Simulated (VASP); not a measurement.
# Cu2SeS with AM05: from relaxation to properties, part 5 of 8

Wanted: the relaxed cell of Cu2SeS and its properties. The cell is invented: it takes the structure of a Materials Project entry for Mg2SeS (space group 115 there), with some of its atoms replaced by other elements, volume scaled by an estimate. It may not be a known or stable phase. The atoms of the start are displaced at random from the sites of a P-4m2 cell.

VASP 6.6.1; AM05, no spin polarisation; plane waves and PAW (Se, Cu, S); invented cell.

Still holding for the runs below: This run has no spin polarisation, although Cu can carry a moment.

So far. Step 5 (Bands along the symmetry lines (AM05)): There is no gap at this level. Step 6 (Total and projected DOS (AM05)): The finer mesh and the other smearing move the Fermi level by -0.00 eV from the 6×6×5 run, a small shift, which tests the Fermi level alone. Of the states within 0.3 eV of the Fermi level, the largest shares in the PAW spheres are Cu d 38 % and Se p 19 %. The rest lies in smaller channels or between the spheres.

### 7. Zone-centre phonons (AM05)

Zone-centre modes test whether the atoms sit at a minimum within this cell. IBRION = 8 takes the force constants from linear response, which needs tightly converged orbitals.

File INCAR:

```
SYSTEM = Cu2SeS
PREC = Accurate
ENCUT = 400
EDIFF = 1E-08
NELM = 100
ISMEAR = 1
SIGMA = 0.2
LREAL = .FALSE.
ALGO = Normal
GGA = AM
NBANDS = 23
LORBIT = 11
LWAVE = .FALSE.
LCHARG = .FALSE.
KPAR = 2
IBRION = 8
ISIF = 2
```

File POSCAR:

```
Cu2SeS
1.0
    3.7800495400      0.0000000000      0.0000000000
    0.0000000000      3.7800495400      0.0000000000
    0.0000000000      0.0000000000      5.1132423600
Se Cu S
1 2 1
Direct
    0.5000000000      0.5000000000      0.5000000000
    0.0000000000      0.5000000000      0.2271366280
    0.5000000000      0.0000000000      0.7728633720
    0.0000000000      0.0000000000      0.0000000000
```

File KPOINTS:

```
Automatic mesh
0
Gamma
10 10 8
0 0 0
```

Potentials, in the order of the species: Se, Cu and S (PBE family, release 64).

On the command line:

```bash
$ mpirun -np 2 vasp_std
```

Log:

```text
[... set-up lines as in an earlier step ...]
 entering main loop
       N       E                     dE             d eps       ncg     rms          rms(c)
DAV:   1     0.230156547338E+03    0.23016E+03   -0.12775E+04  4830   0.152E+03
DAV:   2     0.320469935686E+01   -0.22695E+03   -0.21654E+03  4858   0.319E+02
DAV:   3    -0.188255947000E+02   -0.22030E+02   -0.21103E+02  6574   0.117E+02
DAV:   4    -0.197555092247E+02   -0.92991E+00   -0.92585E+00  6558   0.233E+01
DAV:   5    -0.197902066224E+02   -0.34697E-01   -0.34684E-01  6732   0.402E+00    0.158E+01
DAV:   6    -0.200107246660E+02   -0.22052E+00   -0.48202E+01  6145   0.183E+02    0.130E+01
DAV:   7    -0.163993889538E+02    0.36113E+01   -0.12161E+01  5880   0.104E+02    0.411E+00
DAV:   8    -0.164998213939E+02   -0.10043E+00   -0.19409E+00  7843   0.203E+01    0.212E+00
DAV:   9    -0.164708636410E+02    0.28958E-01   -0.13158E-01  7769   0.870E+00    0.500E-01
DAV:  10    -0.164709247239E+02   -0.61083E-04   -0.96971E-03  6564   0.602E-01    0.322E-01
DAV:  11    -0.164703966173E+02    0.52811E-03   -0.31956E-03  7831   0.175E+00    0.796E-02
DAV:  12    -0.164704488918E+02   -0.52274E-04   -0.12030E-03  7833   0.625E-01    0.419E-02
DAV:  13    -0.164704432178E+02    0.56740E-05   -0.47989E-05  7744   0.145E-01    0.217E-02
DAV:  14    -0.164704449342E+02   -0.17164E-05   -0.69731E-06  6346   0.204E-02    0.136E-02
DAV:  15    -0.164704445539E+02    0.38029E-06   -0.66883E-06  7969   0.583E-02    0.423E-03
DAV:  16    -0.164704449514E+02   -0.39746E-06   -0.11363E-06  7736   0.105E-02    0.287E-03
DAV:  17    -0.164704449145E+02    0.36888E-07   -0.97353E-08  6624   0.283E-03    0.105E-03
DAV:  18    -0.164704449018E+02    0.12646E-07   -0.10807E-08  4496   0.158E-03    0.101E-03
DAV:  19    -0.164704448980E+02    0.38817E-08   -0.60137E-09  4284   0.855E-04
   1 F= -.16470445E+02 E0= -.16471069E+02  d E =0.187353E-02
 Linear response reoptimize wavefunctions to high precision
DAV:   1    -0.164704448981E+02   -0.16280E-09   -0.16333E-09  4158   0.404E-04
DAV:   2    -0.164704448982E+02   -0.57298E-10   -0.40074E-10  3983   0.247E-04
 Linear response DOF=           7
 Linear response progress:
  Degree of freedom:   1/  7
       N       E                     dE             d eps       ncg     rms          rms(c)
RMM:   1    -0.829597765561E-01   -0.82960E-01    0.83299E-02 25679   0.220E+00
RMM:   2    -0.801261539552E-01    0.28336E-02   -0.64555E-03 16022   0.105E+00    0.903E-02
RMM:   3    -0.809274813266E-01   -0.80133E-03   -0.23765E-03 19853   0.294E-01    0.363E-02
RMM:   4    -0.810549391383E-01   -0.12746E-03   -0.10786E-04 18209   0.738E-02    0.128E-02
RMM:   5    -0.811008921659E-01   -0.45953E-04   -0.31170E-05 20376   0.315E-02    0.512E-03
RMM:   6    -0.810777456818E-01    0.23146E-04   -0.24248E-06 17256   0.124E-02    0.344E-03
RMM:   7    -0.810734305159E-01    0.43152E-05   -0.98279E-07 16415   0.105E-02    0.161E-03
RMM:   8    -0.810812381223E-01   -0.78076E-05   -0.45102E-07 17199   0.500E-03    0.626E-04
RMM:   9    -0.810823574406E-01   -0.11193E-05   -0.26619E-07 20537   0.218E-03    0.514E-04
RMM:  10    -0.810826031913E-01   -0.24575E-06    0.14153E-09 19975   0.781E-04    0.130E-04
RMM:  11    -0.810820254653E-01    0.57773E-06    0.49474E-08 20089   0.329E-04    0.495E-05
RMM:  12    -0.810820557675E-01   -0.30302E-07    0.56103E-08 20921   0.167E-04    0.694E-06
RMM:  13    -0.810820885033E-01   -0.32736E-07    0.55098E-08 22053   0.104E-04    0.290E-06
RMM:  14    -0.810820957623E-01   -0.72590E-08    0.58871E-08 21714   0.850E-05    0.133E-06
 first order change of Fermi-energy   0.31128E-04
 force on displaced ion       1 direction 1 :  -6.776   0.000  -0.001
 Linear response progress:
  Degree of freedom:   2/  7
       N       E                     dE             d eps       ncg     rms          rms(c)
RMM:   1    -0.914073151226E-01   -0.91407E-01    0.12645E-01 16878   0.252E+00
RMM:   2    -0.912121356487E-01    0.19518E-03   -0.11114E-02 11302   0.130E+00    0.127E-01
RMM:   3    -0.919690550574E-01   -0.75692E-03   -0.34436E-03 12368   0.502E-01    0.146E-01
RMM:   4    -0.917260879345E-01    0.24297E-03   -0.99939E-04 11005   0.405E-01    0.550E-02
RMM:   5    -0.918413592572E-01   -0.11527E-03   -0.28413E-04 13145   0.135E-01    0.135E-02
RMM:   6    -0.918572382127E-01   -0.15879E-04   -0.45733E-05 13963   0.395E-02    0.554E-03
RMM:   7    -0.918475355396E-01    0.97027E-05   -0.70941E-06 13720   0.116E-02    0.139E-03
RMM:   8    -0.918504568022E-01   -0.29213E-05   -0.20485E-06 12930   0.515E-03    0.686E-04
RMM:   9    -0.918517282437E-01   -0.12714E-05   -0.12577E-06 13739   0.254E-03    0.303E-04
RMM:  10    -0.918513428938E-01    0.38535E-06   -0.17071E-07 14405   0.105E-03    0.120E-04
RMM:  11    -0.918514792126E-01   -0.13632E-06   -0.21446E-07 14209   0.473E-04    0.429E-05
RMM:  12    -0.918514325266E-01    0.46686E-07   -0.15990E-07 14481   0.224E-04    0.175E-05
RMM:  13    -0.918514758569E-01   -0.43330E-07   -0.19559E-07 14686   0.127E-04    0.425E-06
RMM:  14    -0.918514786802E-01   -0.28232E-08   -0.17608E-07 15461   0.818E-05    0.259E-06
RMM:  15    -0.918514834768E-01   -0.47966E-08   -0.16924E-07 15184   0.700E-05    0.133E-06
RMM:  16    -0.918514840081E-01   -0.53124E-09   -0.18077E-07 15983   0.637E-05    0.195E-07
RMM:  17    -0.918514800023E-01    0.40057E-08   -0.13399E-07 15319   0.616E-05    0.127E-07
RMM:  18    -0.918514795263E-01    0.47602E-09   -0.13562E-07 14160   0.610E-05    0.924E-08
 first order change of Fermi-energy   0.10147E-03
 force on displaced ion       1 direction 3 :   0.000   0.000  -8.406
 Linear response progress:
  Degree of freedom:   3/  7
       N       E                     dE             d eps       ncg     rms          rms(c)
RMM:   1    -0.243318803967E+00   -0.24332E+00   -0.14501E-01 16643   0.476E+00
RMM:   2    -0.241022818462E+00    0.22960E-02   -0.87812E-03 15232   0.129E+00    0.154E-01
RMM:   3    -0.241355539188E+00   -0.33272E-03   -0.19377E-03 18580   0.311E-01    0.851E-02
RMM:   4    -0.241462096092E+00   -0.10656E-03   -0.23313E-04 19072   0.111E-01    0.164E-02
RMM:   5    -0.241535244834E+00   -0.73149E-04   -0.21204E-05 20027   0.371E-02    0.724E-03
RMM:   6    -0.241535545946E+00   -0.30111E-06   -0.29854E-06 15991   0.198E-02    0.648E-03
RMM:   7    -0.241533504535E+00    0.20414E-05   -0.16269E-06 15955   0.125E-02    0.955E-04
RMM:   8    -0.241532687679E+00    0.81686E-06   -0.41608E-07 20019   0.419E-03    0.563E-04
RMM:   9    -0.241530903101E+00    0.17846E-05   -0.32227E-08 19539   0.141E-03    0.409E-04
RMM:  10    -0.241523280804E+00    0.76223E-05    0.30215E-08 19134   0.105E-03    0.272E-04
RMM:  11    -0.241525746486E+00   -0.24657E-05   -0.62364E-08 17409   0.713E-04    0.408E-05
RMM:  12    -0.241525156526E+00    0.58996E-06   -0.87768E-09 20736   0.283E-04    0.155E-05
RMM:  13    -0.241525140554E+00    0.15973E-07   -0.36952E-09 20569   0.128E-04    0.821E-06
RMM:  14    -0.241525114336E+00    0.26217E-07   -0.29524E-09 21621   0.902E-05    0.322E-06
RMM:  15    -0.241525067859E+00    0.46477E-07   -0.20399E-09 21430   0.795E-05    0.106E-06
RMM:  16    -0.241525073763E+00   -0.59033E-08   -0.28723E-09 22786   0.750E-05    0.242E-07
 first order change of Fermi-energy  -0.38451E-04
 force on displaced ion       2 direction 1 :  -5.089   0.000   0.002
 Linear response progress:
  Degree of freedom:   4/  7
       N       E                     dE             d eps       ncg     rms          rms(c)
RMM:   1    -0.244090049715E+00   -0.24409E+00   -0.15376E-01 16818   0.496E+00
RMM:   2    -0.241059705295E+00    0.30303E-02   -0.87129E-03 14900   0.132E+00    0.199E-01
RMM:   3    -0.241498361737E+00   -0.43866E-03   -0.21766E-03 18607   0.333E-01    0.843E-02
RMM:   4    -0.241601968357E+00   -0.10361E-03   -0.14350E-04 19254   0.910E-02    0.326E-02
RMM:   5    -0.241756901999E+00   -0.15493E-03   -0.58160E-05 20011   0.575E-02    0.770E-03
RMM:   6    -0.241758301439E+00   -0.13994E-05   -0.30134E-06 16458   0.186E-02    0.542E-03
RMM:   7    -0.241757609782E+00    0.69166E-06   -0.10375E-06 16815   0.122E-02    0.191E-03
RMM:   8    -0.241762906157E+00   -0.52964E-05   -0.38048E-07 20101   0.469E-03    0.856E-04
RMM:   9    -0.241760674272E+00    0.22319E-05   -0.11815E-07 18466   0.184E-03    0.526E-04
RMM:  10    -0.241756527957E+00    0.41463E-05   -0.67829E-08 19243   0.153E-03    0.393E-04
RMM:  11    -0.241756918201E+00   -0.39024E-06    0.13182E-08 18440   0.729E-04    0.104E-04
RMM:  12    -0.241756781937E+00    0.13626E-06   -0.94190E-09 20710   0.374E-04    0.185E-05
RMM:  13    -0.241756731608E+00    0.50329E-07   -0.10408E-08 20598   0.143E-04    0.122E-05
RMM:  14    -0.241756771559E+00   -0.39951E-07   -0.10992E-08 21372   0.927E-05    0.817E-06
RMM:  15    -0.241756755644E+00    0.15915E-07   -0.10806E-08 21629   0.841E-05    0.125E-06
RMM:  16    -0.241756761399E+00   -0.57551E-08   -0.10164E-08 22713   0.787E-05    0.308E-07
 first order change of Fermi-energy  -0.13730E-03
 force on displaced ion       2 direction 2 :   0.000  -6.959   0.000
 Linear response progress:
  Degree of freedom:   5/  7
       N       E                     dE             d eps       ncg     rms          rms(c)
RMM:   1    -0.246068844041E+00   -0.24607E+00   -0.14081E-01 11799   0.481E+00
RMM:   2    -0.244100775788E+00    0.19681E-02   -0.92300E-03 11038   0.127E+00    0.163E-01
RMM:   3    -0.244332389069E+00   -0.23161E-03   -0.17524E-03 13195   0.304E-01    0.859E-02
RMM:   4    -0.244387277321E+00   -0.54888E-04   -0.23547E-04 13216   0.127E-01    0.258E-02
RMM:   5    -0.244459998060E+00   -0.72721E-04   -0.77680E-05 11266   0.111E-01    0.306E-02
RMM:   6    -0.244470558302E+00   -0.10560E-04   -0.28391E-05 11111   0.756E-02    0.746E-03
RMM:   7    -0.244478483323E+00   -0.79250E-05   -0.10962E-05 13022   0.331E-02    0.505E-03
RMM:   8    -0.244475282166E+00    0.32012E-05   -0.16730E-06 13007   0.114E-02    0.250E-03
RMM:   9    -0.244469452375E+00    0.58298E-05   -0.34542E-07 13461   0.443E-03    0.842E-04
RMM:  10    -0.244469446147E+00    0.62282E-08   -0.15507E-07 13038   0.283E-03    0.758E-04
RMM:  11    -0.244465479429E+00    0.39667E-05   -0.14576E-08 12872   0.119E-03    0.181E-04
RMM:  12    -0.244464671458E+00    0.80797E-06   -0.15100E-08 14615   0.523E-04    0.536E-05
RMM:  13    -0.244464318972E+00    0.35249E-06   -0.25224E-09 14339   0.198E-04    0.123E-05
RMM:  14    -0.244464431292E+00   -0.11232E-06   -0.64127E-09 15059   0.111E-04    0.817E-06
RMM:  15    -0.244464413906E+00    0.17386E-07   -0.53814E-09 15263   0.872E-05    0.216E-06
RMM:  16    -0.244464435273E+00   -0.21367E-07   -0.76964E-09 15932   0.791E-05    0.605E-07
RMM:  17    -0.244464435130E+00    0.14353E-09   -0.72664E-09 15429   0.772E-05    0.328E-07
 first order change of Fermi-energy  -0.78717E-01
 force on displaced ion       2 direction 3 :   0.000   0.000  -6.733
 Linear response progress:
  Degree of freedom:   6/  7
       N       E                     dE             d eps       ncg     rms          rms(c)
RMM:   1    -0.105996579181E+00   -0.10600E+00    0.93068E-02 27302   0.286E+00
RMM:   2    -0.104673930791E+00    0.13226E-02   -0.62480E-03 16234   0.131E+00    0.161E-01
RMM:   3    -0.106049015579E+00   -0.13751E-02   -0.38624E-03 19784   0.402E-01    0.567E-02
RMM:   4    -0.106446304860E+00   -0.39729E-03   -0.28147E-04 18277   0.125E-01    0.221E-02
RMM:   5    -0.106570948762E+00   -0.12464E-03   -0.55927E-05 19641   0.502E-02    0.147E-02
RMM:   6    -0.106568664204E+00    0.22846E-05   -0.96382E-06 16212   0.350E-02    0.141E-02
RMM:   7    -0.106559709685E+00    0.89545E-05   -0.23845E-06 16261   0.220E-02    0.129E-03
RMM:   8    -0.106573662234E+00   -0.13953E-04   -0.80466E-07 20001   0.689E-03    0.137E-03
RMM:   9    -0.106571429131E+00    0.22331E-05   -0.25738E-07 20531   0.184E-03    0.183E-03
RMM:  10    -0.106584114708E+00   -0.12686E-04   -0.43839E-07 17321   0.213E-03    0.120E-03
RMM:  11    -0.106583427592E+00    0.68712E-06   -0.83080E-08 19234   0.943E-04    0.384E-04
RMM:  12    -0.106583328684E+00    0.98908E-07   -0.14729E-08 20796   0.361E-04    0.263E-04
RMM:  13    -0.106582907495E+00    0.42119E-06   -0.32804E-08 18608   0.287E-04    0.127E-04
RMM:  14    -0.106582826260E+00    0.81235E-07   -0.29557E-08 20158   0.243E-04    0.417E-05
RMM:  15    -0.106583112700E+00   -0.28644E-06   -0.15210E-08 18917   0.152E-04    0.240E-05
RMM:  16    -0.106583385952E+00   -0.27325E-06   -0.17189E-08 21456   0.151E-04    0.236E-05
RMM:  17    -0.106583292331E+00    0.93621E-07   -0.17114E-08 19726   0.119E-04    0.253E-06
RMM:  18    -0.106583255561E+00    0.36771E-07   -0.12236E-08 22365   0.965E-05    0.539E-06
RMM:  19    -0.106583274919E+00   -0.19358E-07   -0.11738E-08 21824   0.881E-05    0.895E-07
RMM:  20    -0.106583269268E+00    0.56514E-08   -0.12207E-08 22609   0.838E-05    0.474E-07
 first order change of Fermi-energy   0.83515E-04
 force on displaced ion       4 direction 1 :  -8.688   0.000   0.002
 Linear response progress:
  Degree of freedom:   7/  7
       N       E                     dE             d eps       ncg     rms          rms(c)
RMM:   1    -0.115033195675E+00   -0.11503E+00    0.97519E-02 18585   0.288E+00
RMM:   2    -0.114204905188E+00    0.82829E-03   -0.10464E-02 11688   0.138E+00    0.166E-01
RMM:   3    -0.115404713447E+00   -0.11998E-02   -0.47582E-03 12840   0.585E-01    0.150E-01
RMM:   4    -0.115241977631E+00    0.16274E-03   -0.15717E-03 11347   0.450E-01    0.737E-02
RMM:   5    -0.115451442902E+00   -0.20947E-03   -0.27278E-04 12723   0.164E-01    0.238E-02
RMM:   6    -0.115579963513E+00   -0.12852E-03   -0.70431E-05 13799   0.572E-02    0.104E-02
RMM:   7    -0.115578130445E+00    0.18331E-05   -0.62930E-06 13363   0.186E-02    0.245E-03
RMM:   8    -0.115591628872E+00   -0.13498E-04   -0.15254E-06 13774   0.656E-03    0.105E-03
RMM:   9    -0.115593557813E+00   -0.19289E-05   -0.70512E-07 13455   0.270E-03    0.710E-04
RMM:  10    -0.115594989028E+00   -0.14312E-05    0.42590E-08 13701   0.129E-03    0.801E-05
RMM:  11    -0.115595482634E+00   -0.49361E-06    0.28297E-08 14854   0.500E-04    0.784E-05
RMM:  12    -0.115595455482E+00    0.27152E-07    0.27679E-08 14418   0.241E-04    0.148E-05
RMM:  13    -0.115595563883E+00   -0.10840E-06   -0.69225E-09 14551   0.152E-04    0.516E-06
RMM:  14    -0.115595554837E+00    0.90463E-08    0.13885E-08 15372   0.110E-04    0.229E-06
 first order change of Fermi-energy   0.17092E-03
 force on displaced ion       4 direction 3 :   0.000   0.000  -6.800
 Linear response finished
```

It took 12 min on 2 MPI ranks of Intel Xeon 6975P-C (Granite Rapids), shared host; peak memory 1.4 GiB; 23 min of CPU time.

(Part 5 of 8 ends here.)

[Lines on the potential files, build, host, timing and source positions are cut from VASP's logs without a mark.]

[Logs are printed without paths, hosts, clocks, repeated set-up lines and the standing remarks that a program may print on its own settings, such as how far it seeks lower states.]

[Hosts, paths, dates, database ids (printed as entryN), source tags and the programs' standing remarks are cut or masked in the printed files.]

[A measured line is paired with the nearest computed mode of its activity, which favours agreement.]
